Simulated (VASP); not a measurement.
An input for Quantum ESPRESSO's pw.x (written as the equivalent of a VASP run, and not itself run):

```
&CONTROL
  calculation = 'scf'
  pseudo_dir = './pseudo'
  outdir = './out'
  tprnfor = .true.
  tstress = .true.
/
&SYSTEM
  ibrav = 0
  nat = 1
  ntyp = 1
  ecutwfc = 88
  occupations = 'smearing'
  smearing = 'methfessel-paxton'
  degauss = 0.00735
  input_dft = 'vdw-df-obk8'
/
&ELECTRONS
  conv_thr = 7.3e-09
  electron_maxstep = 100
/
ATOMIC_SPECIES
  Na 22.990 Na.upf
CELL_PARAMETERS angstrom
    -2.0967226    2.0967226    2.0967226
     2.0967226   -2.0967226    2.0967226
     2.0967226    2.0967226   -2.0967226
ATOMIC_POSITIONS crystal
  Na   0.0000000  0.0000000  0.0000000
K_POINTS automatic
  12 12 12 0 0 0
```

Problem. Translate this input to VASP (INCAR, KPOINTS, POSCAR, choice of POTCAR).

Solution. One answer among several that fit: 
**POSCAR**
```
Na
1.0
 -2.0967226476   2.0967226476   2.0967226476
  2.0967226476  -2.0967226476   2.0967226476
  2.0967226476   2.0967226476  -2.0967226476
Na
1
Cart
  0.0000000000   0.0000000000   0.0000000000
```

**KPOINTS**
```
Regular mesh
0
gamma
12 12 12
```

INCAR:
```
! general
SYSTEM   = Na
PREC     = Accurate
ENCUT    = 520
LREAL    = .False.
LASPH    = .True.

! electronic loop
EDIFF    = 1E-7
NELM     = 100
ALGO     = Normal

! smearing
ISMEAR   = 1
SIGMA    = 0.1

! functional
GGA      = BO
LUSE_VDW = .True.
AGGAC    = 0.0
PARAM1   = 0.1833333333
PARAM2   = 0.22

! ions
ISIF     = 2

! output
LWAVE    = .False.
LCHARG   = .False.
```

POTCAR, in this order: Na_pv (PBE.64 set). Program: vasp_std.

What does not carry over: the potentials are each code's own (VASP's PAW set, PseudoDojo norm-conserving files in pw.x), so ENCUT and ecutwfc are chosen apart and not converted; conv_thr bounds pw.x's estimated SCF error, while EDIFF bounds the energy change between steps.

The compound is Na in the bcc structure. This cell is one point of a volume scan, at 1.03 of the reference volume.
